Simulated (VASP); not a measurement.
**Si2Mo: input slips in a relaxation and what they do**

Aim: see how common mistakes in a VASP relaxation show up, on Si2Mo. The starting structure is a measured crystal structure from the Crystallography Open Database.

Program: VASP 6.6.1. Level of theory: Kohn-Sham DFT with plane waves and PAW; PBEsol. Results are calculated unless marked as measured.

The database entry behind the starting cell is an old determination (1927), so it need not match the best structure at ambient conditions.

### 1. Set-up

It takes space group I4/mmm (No. 139, tetragonal). Conventional cell: a = 3.200 Å, b = 3.200 Å, c = 7.861 Å, α = 90.00°, β = 90.00°, γ = 90.00°. Mo has 10 Si at 2.62 Å nearest. Nearest to Si lie 5 Si at 2.61 to 2.63 Å and 5 Mo at 2.62 Å. Farther neighbours are not listed.

Coordinates:

```xyz
3
Lattice="-1.6000 1.6000 3.9305 1.6000 -1.6000 3.9305 1.6000 1.6000 -3.9305" Properties=species:S:1:pos:R:3 pbc="T T T"
Mo    0.0000    0.0000    0.0000
Si    0.0000    0.0000    5.2433
Si    0.0000    0.0000    2.6177
```

### 2. Reference relaxation

Input file INCAR:

```
SYSTEM = Si2Mo
PREC = Accurate
ENCUT = 450
EDIFF = 1E-06
NELM = 100
ISMEAR = 1
SIGMA = 0.1
LREAL = .FALSE.
ALGO = Normal
GGA = PS
NBANDS = 17
LORBIT = 11
LWAVE = .FALSE.
LCHARG = .FALSE.
KPAR = 2
IBRION = 2
NSW = 50
ISIF = 3
EDIFFG = -0.01
```

Input file POSCAR:

```
Si2Mo
1.0
   -1.6000000000      1.6000000000      3.9305000000
    1.6000000000     -1.6000000000      3.9305000000
    1.6000000000      1.6000000000     -3.9305000000
Mo Si
1 2
Direct
    0.0000000000      0.0000000000      0.0000000000
    0.6670000000      0.6670000000      0.0000000000
    0.3330000000      0.3330000000      0.0000000000
```

Input file KPOINTS:

```
Automatic mesh
0
Gamma
12 12 12
0 0 0
```

The projector-augmented-wave data sets are Mo_sv and Si (PBE family, release 64).

The run is started by

```console
mpirun -np 2 vasp_std
```

Output:

```text
[banner, memory and clock lines left out]
running    2 mpi-ranks, on    1 nodes
 distrk:  each k-point on    1 cores,    2 groups
 distr:  one band on    1 cores,    1 groups

 POSCAR found type information on POSCAR MoSi
 POSCAR found :  2 types and       3 ions
|                                                                             |
|               ----> ADVICE to this user running VASP <----                  |
|                                                                             |
|     You enforced a specific xc type in the INCAR file but a different       |
|     [... a line on the potential file left out ...]
|     I HOPE YOU KNOW WHAT YOU ARE DOING!                                     |
|                                                                             |

 LDA part: xc-table for (Slater+PW92), standard interpolation
 POSCAR, INCAR and KPOINTS ok, starting setup
 FFT: planning ... GRIDC
 FFT: planning ... GRID_SOFT
 FFT: planning ... GRID
 WAVECAR not read
 entering main loop
       N       E                     dE             d eps       ncg     rms          rms(c)
DAV:   1     0.105526686072E+03    0.10553E+03   -0.10461E+04  5566   0.110E+03
DAV:   2    -0.236523708720E+02   -0.12918E+03   -0.12701E+03  6986   0.290E+02
DAV:   3    -0.260448461596E+02   -0.23925E+01   -0.23756E+01  6853   0.360E+01
DAV:   4    -0.260569410508E+02   -0.12095E-01   -0.12090E-01  6948   0.289E+00
DAV:   5    -0.260570217485E+02   -0.80698E-04   -0.80689E-04  6849   0.229E-01    0.224E+01
DAV:   6    -0.252493535586E+02    0.80767E+00   -0.65394E+00  6017   0.167E+01    0.482E+00
DAV:   7    -0.251127583178E+02    0.13660E+00   -0.98310E-01  5817   0.601E+00    0.459E+00
DAV:   8    -0.250709635692E+02    0.41795E-01   -0.11942E-01  5997   0.256E+00    0.443E-01
DAV:   9    -0.250698596831E+02    0.11039E-02   -0.22372E-03  7015   0.379E-01    0.244E-01
DAV:  10    -0.250697537326E+02    0.10595E-03   -0.57759E-04  6198   0.211E-01    0.616E-02
DAV:  11    -0.250697400476E+02    0.13685E-04   -0.22161E-04  6051   0.112E-01    0.444E-02
DAV:  12    -0.250697351153E+02    0.49323E-05   -0.29766E-05  5913   0.392E-02    0.762E-03
DAV:  13    -0.250697348202E+02    0.29516E-06   -0.58137E-07  3203   0.677E-03
   1 F= -.25069735E+02 E0= -.25069769E+02  d E =-.250697E+02
[...]
2 F= -.25066444E+02 E0= -.25066311E+02  d E =0.329035E-02
[...]
3 F= -.25076352E+02 E0= -.25076335E+02  d E =-.661751E-02
 curvature:  -0.22 expect dE=-0.843E-03 dE for cont linesearch -0.128E-06
 trial: gam= 0.12730 g(F)=  0.253E-02 g(S)=  0.128E-02 ort = 0.129E-03 (trialstep = 0.891E+00)
 search vector abs. value=  0.431E-02
 bond charge predicted
       N       E                     dE             d eps       ncg     rms          rms(c)
DAV:   1    -0.250817373119E+02   -0.53848E-02   -0.11845E-01  5748   0.306E+00    0.648E-01
DAV:   2    -0.250786856913E+02    0.30516E-02   -0.32271E-02  5866   0.126E+00    0.228E-01
DAV:   3    -0.250780785679E+02    0.60712E-03   -0.26633E-03  5910   0.296E-01    0.725E-02
DAV:   4    -0.250780240985E+02    0.54469E-04   -0.22336E-04  6188   0.124E-01    0.427E-02
DAV:   5    -0.250780249315E+02   -0.83293E-06   -0.96717E-06  6878   0.248E-02
   4 F= -.25078025E+02 E0= -.25077911E+02  d E =-.167260E-02
 trial-energy change:   -0.001673  1 .order   -0.001667   -0.003411    0.000076
 step:   0.8711(harm=  0.8711)  dis= 0.00853  next Energy=   -25.078020 (dE=-0.167E-02)
 reached required accuracy - stopping structural energy minimisation
```

It took 3.2 min on 2 MPI ranks of AMD EPYC 7R43, shared host; peak memory 0.43 GiB.

Lines that name or quote the potential files are left out of all logs, and their timing lines are given in words.

OUTCAR, selected parts (step 2):

```text
ion  position               nearest neighbor table
   1  0.000  0.000  0.000-   2 2.62   3 2.62   2 2.62   3 2.62   2 2.62   3 2.62   3 2.62   2 2.62
                             2 2.62   3 2.62
   2  0.667  0.667  0.000-   3 2.61   3 2.61   3 2.61   3 2.61   1 2.62   1 2.62   1 2.62   1 2.62
                             1 2.62   3 2.63
   3  0.333  0.333  0.000-   2 2.61   2 2.61   2 2.61   2 2.61   1 2.62   1 2.62   1 2.62   1 2.62
                             1 2.62   2 2.63

  LATTYP: Found a body centered tetragonal cell.
 ALAT       =     3.2000000000
 C/A-ratio  =     2.4565625000

 Subroutine GETGRP returns: Found 16 space group operations
 (whereof 16 operations were pure point group operations)

The static configuration has the point symmetry D_4h.

 Found    163 irreducible k-points:

   k-points           NKPTS =    163   k-points in BZ     NKDIM =    163   number of bands    NBANDS=     17

   dimension x,y,z NGX =    32 NGY =   32 NGZ =   32
   dimension x,y,z NGXF=    64 NGYF=   64 NGZF=   64

   ENCUT  =  450.0 eV  33.07 Ry    5.75 a.u.   7.84  7.84  7.84*2*pi/ulx,y,z

   NELECT =      22.0000    total number of electrons

 k-points in reciprocal lattice and weights: Automatic mesh
   0.00000000  0.00000000  0.00000000       0.001
   0.08333333 -0.00000000  0.00000000       0.005
   0.16666667 -0.00000000  0.00000000       0.005
   0.25000000 -0.00000000  0.00000000       0.005
   0.33333333 -0.00000000  0.00000000       0.005
   0.41666667  0.00000000  0.00000000       0.005
   0.50000000 -0.00000000  0.00000000       0.002
   0.08333333  0.08333333  0.00000000       0.005
   0.16666667  0.08333333  0.00000000       0.009
[...]
-0.41666667 -0.41666667  0.41666667       0.001
   0.50000000  0.50000000  0.50000000       0.001

 average (electrostatic) potential at core
       1 -68.8010       2 -77.0753       3 -77.0753

 E-fermi :  12.3048

 k-point     1 :       0.0000    0.0000    0.0000
  band No.  band energies     occupation
    ...
      6       5.8566      2.00000
      7       8.9223      2.00000
      8       9.1811      2.00000
      9       9.6763      2.00000
     10       9.6763      2.00000
     11      12.6981     -0.00000
     12      15.4496      0.00000
     13      15.5378      0.00000
     14      15.8698      0.00000
     15      15.8698      0.00000
    ...

 k-point     2 :       0.0833   -0.0000    0.0000
  band No.  band energies     occupation
    ...
      7       8.4628      2.00000
      8       9.1941      2.00000
      9       9.7607      2.00000
     10       9.9179      2.00000
     11      12.3171      0.79366
     12      15.0213      0.00000
     13      15.2926      0.00000
     14      15.7660      0.00000
     15      16.2607      0.00000
     16      16.7972      0.00000
    ...

 k-point     3 :       0.1667   -0.0000    0.0000
  band No.  band energies     occupation
    ...
      7       7.7295      2.00000
      8       9.1543      2.00000
      9       9.9985      2.00000
     10      10.1371      2.00000
     11      11.5957      2.00000
     12      14.2591     -0.00000
     13      14.6749      0.00000
     14      16.4008      0.00000
     15      16.6470      0.00000
     16      17.2144      0.00000
    ...

  Total       -0.0234527     -0.0234527      0.0081323      0.0000000      0.0000000      0.0000000
  in kB       -0.9427233     -0.9427233      0.3268934      0.0000000      0.0000000      0.0000000
  external PRESSURE =      -0.5195178 kB  Pullay stress =       0.0000000 kB

  energy-cutoff  :      450.00
  volume of cell :       39.86
      direct lattice vectors                 reciprocal lattice vectors
    -1.596027056  1.596027056  3.911814023     0.000000000  0.313277897  0.127817937
     1.596027056 -1.596027056  3.911814023     0.313277897  0.000000000  0.127817937
     1.596027056  1.596027056 -3.911814023     0.313277897  0.313277897  0.000000000

 POSITION                                       TOTAL-FORCE (eV/Angst)
 -----------------------------------------------------------------------------------
      0.00000      0.00000      0.00000         0.000000      0.000000     -0.000000
      0.00000      0.00000      5.20275        -0.000000     -0.000000      0.001707
      1.59603      1.59603     -1.29094         0.000000      0.000000     -0.001707
 -----------------------------------------------------------------------------------
    total drift:                               -0.000000      0.000000     -0.000000

  FREE ENERGIE OF THE ION-ELECTRON SYSTEM (eV)
  ---------------------------------------------------
  free  energy   TOTEN  =       -25.0780249315 eV

  energy  without entropy=      -25.0776826601  energy(sigma->0) =      -25.07791084

 reached required accuracy - stopping structural energy minimisation

 total charge
# of ion       s       p       d       tot
------------------------------------------
    1        2.290   6.212   4.212  12.714
    2        0.742   0.883   0.000   1.625
    3        0.742   0.883   0.000   1.625
--------------------------------------------------
tot          3.774   7.977   4.212  15.963

[... 3 further parts left out ...]
```

The PAW data sets were made with PBE, which is usual practice but a small mismatch for other functionals. The run keeps the 16 symmetry operations of its start, so it cannot find a distortion of lower symmetry.

The reference relaxation ends at 13.286 Å³ an atom.

### 3. Relaxation with too few electronic steps

A slip made on purpose: too few electronic steps. Against step 2 the input has NELM = 4 (also changed: NSW).

INCAR: that of step 2 with these lines changed.

```diff
@@ -4,3 +4,3 @@
 EDIFF = 1E-06
-NELM = 100
+NELM = 4
 ISMEAR = 1
@@ -16,3 +16,3 @@
 IBRION = 2
-NSW = 50
+NSW = 30
 ISIF = 3
```

POSCAR is that of step 2.

KPOINTS is that of step 2.

The run is started by

```console
mpirun -np 2 vasp_std
```

Output:

```text
[banner, memory and clock lines left out]
running    2 mpi-ranks, on    1 nodes
[...]
[... a notice as in an earlier step ...]

 LDA part: xc-table for (Slater+PW92), standard interpolation
 POSCAR, INCAR and KPOINTS ok, starting setup
[...]
entering main loop
       N       E                     dE             d eps       ncg     rms          rms(c)
[... 4 cycles as in an earlier step ...]
|                                                                             |
|           W    W    AA    RRRRR   N    N  II  N    N   GGGG   !!!           |
|           W    W   A  A   R    R  NN   N  II  NN   N  G    G  !!!           |
|           W    W  A    A  R    R  N N  N  II  N N  N  G       !!!           |
|           W WW W  AAAAAA  RRRRR   N  N N  II  N  N N  G  GGG   !            |
|           WW  WW  A    A  R   R   N   NN  II  N   NN  G    G                |
|           W    W  A    A  R    R  N    N  II  N    N   GGGG   !!!           |
|                                                                             |
[...]
2 F= 0.11424701E+03 E0= 0.11424707E+03  d E =0.140304E+03
[...]
|     The electronic self-consistency was not achieved in the given           |
   3 F= -.27459905E+02 E0= -.27459939E+02  d E =-.140296E+01
   4 F= -.25076621E+02 E0= -.25076616E+02  d E =0.980320E+00
   5 F= -.25070694E+02 E0= -.25070727E+02  d E =0.986247E+00
   6 F= -.25070883E+02 E0= -.25070916E+02  d E =0.986058E+00
   7 F= -.25072217E+02 E0= -.25072251E+02  d E =0.984724E+00
   8 F= -.25072238E+02 E0= -.25072272E+02  d E =0.984703E+00
   9 F= -.25072140E+02 E0= -.25072174E+02  d E =0.984801E+00
  10 F= -.25072337E+02 E0= -.25072371E+02  d E =0.984604E+00
  11 F= -.25072305E+02 E0= -.25072339E+02  d E =0.984636E+00
  12 F= -.25072336E+02 E0= -.25072370E+02  d E =0.984605E+00
  13 F= -.25072341E+02 E0= -.25072375E+02  d E =0.984600E+00
  14 F= -.25077629E+02 E0= -.25077557E+02  d E =-.528827E-02
  15 F= -.25077877E+02 E0= -.25077762E+02  d E =-.553618E-02
  16 F= -.25077896E+02 E0= -.25077784E+02  d E =-.190249E-04
  17 F= -.25078014E+02 E0= -.25077901E+02  d E =-.136224E-03
[...]
hard stop encountered!  aborting job ...
[...]
soft stop encountered!  aborting job ...
  18 F= -.25078087E+02 E0= -.25077986E+02  d E =-.302050E-03
 deleting file STOPCAR
```

It took 6.7 min on 2 MPI ranks; peak memory 0.47 GiB.

Logs of long relaxations may skip ionic steps without a mark.

The run was stopped at its time limit, after 18 ionic steps.

### 4. Relaxation with a cutoff far too low

A slip made on purpose: a cutoff far too low. Against step 2 the input has PREC = Normal and ENCUT = 130 (also changed: NELM).

Input file INCAR:

```
SYSTEM = Si2Mo
PREC = Normal
ENCUT = 130
EDIFF = 1E-06
NELM = 60
ISMEAR = 1
SIGMA = 0.1
LREAL = .FALSE.
ALGO = Normal
GGA = PS
NBANDS = 17
LORBIT = 11
LWAVE = .FALSE.
LCHARG = .FALSE.
KPAR = 2
IBRION = 2
NSW = 50
ISIF = 3
EDIFFG = -0.01
```

POSCAR is that of step 3.

KPOINTS is that of step 3.

The run is started by

```console
mpirun -np 2 vasp_std
```

Output:

```text
[... set-up lines as in an earlier step ...]
 entering main loop
       N       E                     dE             d eps       ncg     rms          rms(c)
DAV:   1     0.121924484678E+02    0.12192E+02   -0.51454E+03  7265   0.426E+02
DAV:   2    -0.218924484695E+02   -0.34085E+02   -0.33633E+02  7573   0.119E+02
DAV:   3    -0.221799207944E+02   -0.28747E+00   -0.28668E+00  6194   0.914E+00
DAV:   4    -0.221803399172E+02   -0.41912E-03   -0.41903E-03  7339   0.360E-01
[...]
DAV:  11    -0.162412432284E+02    0.40783E-04   -0.27188E-04  6366   0.111E-01    0.809E-02
DAV:  12    -0.162412395604E+02    0.36680E-05   -0.26882E-05  6090   0.334E-02    0.755E-03
DAV:  13    -0.162412395303E+02    0.30083E-07   -0.60316E-07  3059   0.407E-03
   1 F= -.16241240E+02 E0= -.16241323E+02  d E =-.162412E+02
[...]
-----------------------------------------------------------------------------
|                                                                             |
|     EEEEEEE  RRRRRR   RRRRRR   OOOOOOO  RRRRRR      ###     ###     ###     |
[...]
|     E        R   R    R   R    O     O  R   R                               |
|     E        R    R   R    R   O     O  R    R      ###     ###     ###     |
|     EEEEEEE  R     R  R     R  OOOOOOO  R     R     ###     ###     ###     |
|                                                                             |
|     Orbital orthonormalization failed in the inversion of matrix            |
|     LAPACK: Routine ZPOTRF failed! kpoint: 1 spin: 1                        |
|                                                                             |
|     Possible solutions for this issue are:                                  |
|     - Please check whether the atoms are too close to each other.           |
|     - Decreasing POTIM might help during relaxations or MDs.                |
|     - Deleting CHGCAR or WAVECAR if incompatible with the structure.        |
|     - Try calculating without symmetrizing (ISYM = 0 or ISYM = -1).         |
|     - As last resort: using a different PAW for some of the atoms.          |
|                                                                             |
|       ---->  I REFUSE TO CONTINUE WITH THIS SICK JOB ... BYE!!! <----       |
|                                                                             |
 -----------------------------------------------------------------------------

1
1
```

Wall time 9.6 s (2 MPI ranks).

VASP stopped with this message: “Orbital orthonormalization failed in the inversion of matrix LAPACK: Routine ZPOTRF failed! kpoint: 1 spin: 1”.

[end of part 1 of 2]

[Lines on the potential files, build, host, timing and source positions are cut from VASP's logs without a mark.]

[Logs are printed without paths, hosts, clocks, repeated set-up lines and the standing remarks that a program may print on its own settings, such as how far it seeks lower states.]

[Hosts, paths, dates, database ids (printed as entryN), source tags and the programs' standing remarks are cut or masked in the printed files.]
